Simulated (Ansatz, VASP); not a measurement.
# Ge (Germanium): VASP beside Ansatz

Aim: how closely do two programs agree when they are given the same cell, functional and k mesh? The structure shown is the start of the Ansatz relaxation below; VASP solves that cell, so the two are compared at the walk's first step.

Method: plane waves, with VASP 6.6.1 beside it; single point at LDA, in Ansatz 0.2.0.

### Step 1. The starting structure

It takes space group R-3m (No. 166, trigonal). The conventional cell has a = 4.094 Å, b = 4.094 Å, c = 9.659 Å, α = 90.00°, β = 90.00°, γ = 120.00°. Nearest to Ge lie 4 Ge at 2.44 to 2.49 Å.

### Step 2. Ansatz: relaxation, LDA

Ansatz runs on its PAW soft_1 files.

The two programs are compared at the cell with which this relaxation starts, whose forces are those of its first step.

Input file input.yaml:

```yaml
crystal:
  lattice:
    - [-0.0711782534, 2.8238866992, 2.8238866992]
    - [2.8238866992, -0.0711782534, 2.8238866992]
    - [2.8238866992, 2.8238866992, -0.0711782534]
  atoms:
    - { symbol: Ge, position: [0.4986929538, 0.4986929538, 0.4986929538] }
    - { symbol: Ge, position: [0.7513070462, 0.7513070462, 0.7513070462] }
  conventional_axes: [[-1, 1, 0], [0, -1, 1], [1, 1, 1]]
kpoints:
  mp_grid: { grid: [12, 12, 12], shift: [0.5, 0.5, 0.5] }
hamiltonian:
  xc: lda
  pseudopotentials: { kind: paw, azcp: { folder: soft_1 }, xc_functional: pbe }
scf:
  occupations: { method: gaussian, width: 0.015 }
output:
  forces: true
  stress: true
  eigenvalues: true
relax:
  adjacent_minimum: "off"
  f_tol: 0.001
  max_steps: 60
  cell: { stress_tol: 0.01, fix: [a, b, angles] }
```

Started as:

```sh
ansatz run input.yaml --threads 4 --pin off --max-ram 10240MiB --backend cpu --events-out ev --progress --plain --runs-dir out
```

Numbers of over 12 decimals in the logs are rounded to 6 here.

Output:

```text
Engine: ansatz 0.2.0, aarch64-unknown-linux-gnu
Pseudopotentials: kind: paw
Pseudopotential: Ge, paw, valence charge 14, recommended cutoff 420 eV (normal), soft_1/Ge.paw.azcp
Functional definition: SPW92
  exchange = slater_x
  correlation = pw_c
Crystal: 2 atoms, lattice volume = 46.740 Å³
Basis set: ecut = 420 eV, 911 PW (Γ)
Bands: 18, of which v1, the nominal top of the filled ones, is band 14 counted from 1 (13 counted from 0)
Symmetry: 12 space group operations
Space group: R-3m (ITA 166), of the structure as read, at distance tolerance 3.6e-5 Å
k-points: 182 of 1728
Non-local potential: Ge, projectors of the file, l = 0: 2, l = 1: 2, l = 2: 3, l = 3: 1
PAW form: soft (Blöchl's): semilocal exchange-correlation on the pseudo side does not see the compensation charge
PAW frozen core: Ge, regenerated for the run's functional, and the local potential with it (the file was generated under x = pbe(κ = 0.804, μ = 0.219515), c = pbe(β = 0.066725))
PAW one-centre angular grid: Ge, 590 points (default); XC on 64 Gauss nodes
Initial density: superposition of atomic densities (chi_scale 0.1, normalization cell)
Initial wavefunctions: pseudopotential atomic-orbital guess
Functional: x = slater, c = lda
SCF iter   1: F=—  HF=-8431.539431 eV  |F-HF|=—  |Δ(HF+E_count)|=         —  Δρ=3.29e-2  dr2=4.68e-1  ethr=3.10e-3  ⟨swp⟩=6.0  Hψ=15064  notcnv=0
preconditioner: auto → none  [insulator: Δε(μ)=0.048 eV  Ē_g=23.259 eV  σ=0.015 eV  W_gap=0.50  n_scr=14 (ndim 8)  ℏωp=28.7 eV  f_vac=0.000  D(μ)=0.18/eV (n_scr^D=0)  ε∞_Penn≈2.5]
SCF iter   2: F=—  HF=-8431.429164 eV  |F-HF|=—  |Δ(HF+E_count)|=   1.10e-1  Δρ=1.51e-2  dr2=7.74e-2  ethr=1.67e-3  ⟨swp⟩=2.0  Hψ=5454  notcnv=0
SCF iter   3: F=—  HF=-8431.415129 eV  |F-HF|=—  |Δ(HF+E_count)|=   1.40e-2  Δρ=1.89e-3  dr2=4.85e-4  ethr=2.76e-4  ⟨swp⟩=2.1  Hψ=4755  notcnv=0
SCF iter   4: F=—  HF=-8431.415264 eV  |F-HF|=—  |Δ(HF+E_count)|=   1.35e-4  Δρ=2.49e-4  dr2=3.57e-5  ethr=1.73e-6  ⟨swp⟩=2.0  Hψ=6512  notcnv=0
SCF iter   5: F=—  HF=-8431.415235 eV  |F-HF|=—  |Δ(HF+E_count)|=   2.89e-5  Δρ=1.00e-4  dr2=3.63e-6  ethr=1.28e-7  ⟨swp⟩=2.0  Hψ=5826  notcnv=0
SCF iter   6: F=—  HF=-8431.415231 eV  |F-HF|=—  |Δ(HF+E_count)|=   3.14e-6  Δρ=1.49e-5  dr2=1.25e-7  ethr=1.30e-8  ⟨swp⟩=2.0  Hψ=5826  notcnv=0
SCF iter   7: F=-8431.415231 eV  HF=-8431.415231 eV  |F-HF|=1.55e-9  |Δ(HF+E_count)|=   8.95e-8  Δρ=3.54e-6  dr2=3.90e-9  ethr=3.57e-10  ⟨swp⟩=4.4  Hψ=12380  notcnv=0
SCF 1 converged in 7 iterations: F = -8431.415231 eV  dr2 = 3.90e-9
  greatest PAW one-centre occupation: 0.998 electrons in one spin orbital (limit 2), on the Ge atom at site 1 (counted from 0), in its partial waves of l = 2
relax step   1: F+E_penalty+E_count = -8431.41523140 eV  Δ(F+E_penalty+E_count) = +0.000e0 eV  max|allowed force component| = 4.279e-2 eV/Å  Δτ_max = 0.0000 Å  P = -3.157 GPa  Ω = 46.740 Å³  fix = [a, b, alpha, beta, gamma]  reactions: a -4.627, b -4.627 GPa  (7 SCF iters, dr2 threshold 1.00e-7 eV, accepted)
[...]
relax step   2: F+E_penalty+E_count = -8431.41588018 eV  Δ(F+E_penalty+E_count) = -6.488e-4 eV  max|allowed force component| = 2.133e-3 eV/Å  Δτ_max = 0.0066 Å  P = -2.919 GPa  Ω = 46.528 Å³  energy of the carried Pulay correction = +3.905e-5 eV  fix = [a, b, alpha, beta, gamma]  reactions: a -4.432, b -4.432 GPa  (4 SCF iters, dr2 threshold 1.19e-7 eV, accepted)
[...]
relax step   3: F+E_penalty+E_count = -8431.41588790 eV  Δ(F+E_penalty+E_count) = -7.729e-6 eV  max|allowed force component| = 2.258e-3 eV/Å  Δτ_max = 0.0007 Å  P = -2.964 GPa  Ω = 46.566 Å³  energy of the carried Pulay correction = +3.210e-5 eV  fix = [a, b, alpha, beta, gamma]  reactions: a -4.456, b -4.456 GPa  (3 SCF iters, dr2 threshold 2.90e-8 eV, accepted)
[...]
relax step   4: F+E_penalty+E_count = -8431.41588778 eV  Δ(F+E_penalty+E_count) = +1.196e-7 eV  max|allowed force component| = 9.935e-4 eV/Å  Δτ_max = 0.0002 Å  P = -2.971 GPa  Ω = 46.570 Å³  energy of the carried Pulay correction = +3.139e-5 eV  fix = [a, b, alpha, beta, gamma]  reactions: a -4.451, b -4.451 GPa  (3 SCF iters, dr2 threshold 9.50e-10 eV, accepted)
[...]
relax step   5: F+E_penalty+E_count = -8431.41588827 eV  Δ(F+E_penalty+E_count) = -4.890e-7 eV  max|allowed force component| = 2.552e-5 eV/Å  Δτ_max = 0.0001 Å  P = -2.968 GPa  Ω = 46.568 Å³  energy of the carried Pulay correction = +3.172e-5 eV  fix = [a, b, alpha, beta, gamma]  reactions: a -4.452, b -4.452 GPa  (3 SCF iters, dr2 threshold 2.72e-10 eV, accepted)
[...]
relax step   6: F+E_penalty+E_count = -8431.41585791 eV  Δ(F+E_penalty+E_count) = +3.036e-5 eV  max|allowed force component| = 3.052e-5 eV/Å  Δτ_max = 0.0000 Å  P = -2.968 GPa  Ω = 46.568 Å³  fix = [a, b, alpha, beta, gamma]  reactions: a -4.452, b -4.452 GPa  stress off target by 6.13e-4 GPa on what of the cell is left free  SCF on the basis re-selected at this cell (its energy is not comparable with the rows above)  (4 SCF iters)
basis re-selected at this cell: Δ(F+E_penalty+E_count) = +3.036e-5 eV, ΔP = -0.000 GPa vs the last step (what re-selecting the basis moved, of the pressure what is left beyond the Pulay correction that the steps carried, after the strain that the cell walked since its last selection, with what the two solves' SCF thresholds leave and, on support functions, any second-order correction that the steps lacked; it is no m [...]
SCF converged after 4 iterations
Free energy (F): -8431.415858 eV
Harris-Foulkes:  -8431.415858 eV  (|F-HF|=0.00e0)
Internal energy: -8431.415831 eV  (E = F + TS)
E sigma→0 (E₀):  -8431.415845 eV
Entropy (-TS):   -0.000027 eV (-0.013 meV/atom)
Fermi energy:    7.774813 eV
--- Per-component energies (eV) ---
  E_band       = -320.156336
  E_kinetic    = 185.837617
  E_local      = -4551.276655  (includes V_loc(G=0)·N_el)
  E_nonlocal   = 441.329630
  E_hartree    = 2162.239527
  E_xc         = -142.572810
  E_vxc        = -130.907622  (∫ρ·V_xc dr)
  E_paw        = -3868.471366  (= ΣΔE_a)
  E_vpaw       = -589.618369  (= ΣTr[D̂ρ^β])
  E_aug_tail   = 0.000031  (compensation charges beyond the density's cutoff)
  E_ewald      = -2662.318458
  E_core_change = 3.816653  (= ΣΔE_core)
  E_smearing   = -0.000027  (= −TS)
  E_closure    = -0.000000  (closes the sum)
  Σ components = -8431.415858   (vs F -8431.415858, Δ=0.00e0)
--- Forces (eV/Å), atoms counted from 1 ---
  atom   1  Ge    -0.00003052    -0.00003052    -0.00003052
  atom   2  Ge     0.00003052     0.00003052     0.00003052
  max |Σ_I F_I| component: 4.63e-18 eV/Å
--- Stress (GPa, compression-positive) ---
       -2.968192       1.483790       1.483790
        1.483790      -2.968192       1.483790
        1.483790       1.483790      -2.968192
  P = ⅓ Tr σ = -2.9682 GPa (-29.682 kbar)
--- Band table (eV; the first three rows and the last of 182) ---
  k-point 0: bands = [... 10 lower, -4.7175, 6.9924, 7.7108, 7.7108, 8.2805, 10.3199, 10.3199, 10.7722]
  k-point 1: bands = [... 10 lower, -4.6077, 5.7695, 7.5168, 7.6580, 8.6887, 10.4265, 10.6060, 11.3165]
  k-point 2: bands = [... 10 lower, -4.3415, 4.2435, 7.1557, 7.3798, 8.7207, 10.8354, 11.1244, 12.3241]
  k-point 181: bands = [... 10 lower, -2.4652, 0.3946, 5.5026, 6.2017, 8.2072, 11.2622, 11.6345, 14.9204]
--- Relaxed structure (5 steps of the walk, 5 accepted, 1 SCFs on fresh bases) ---
  F+E_penalty+E_count = -8431.41585791 eV   max|allowed force component| = 3.052e-5 eV/Å   (the final SCF, on the basis selected at the relaxed cell)
  cell:  # Å, volume = 46.5680 Å³
    - [-0.078004, 2.817061, 2.817061]
    - [2.817061, -0.078004, 2.817061]
    - [2.817061, 2.817061, -0.078004]
  atoms:
    - { symbol: Ge, position: [0.498073, 0.498073, 0.498073] }
    - { symbol: Ge, position: [0.751927, 0.751927, 0.751927] }
```

(Continued in part 2 of 4.)

[Lines on the potential files, build, host, timing and source positions are cut from VASP's logs without a mark.]

[Logs are printed without paths, hosts, clocks, repeated set-up lines and the standing remarks that a program may print on its own settings, such as how far it seeks lower states.]

[Hosts, paths, dates, database ids (printed as entryN), source tags and the programs' standing remarks are cut or masked in the printed files.]
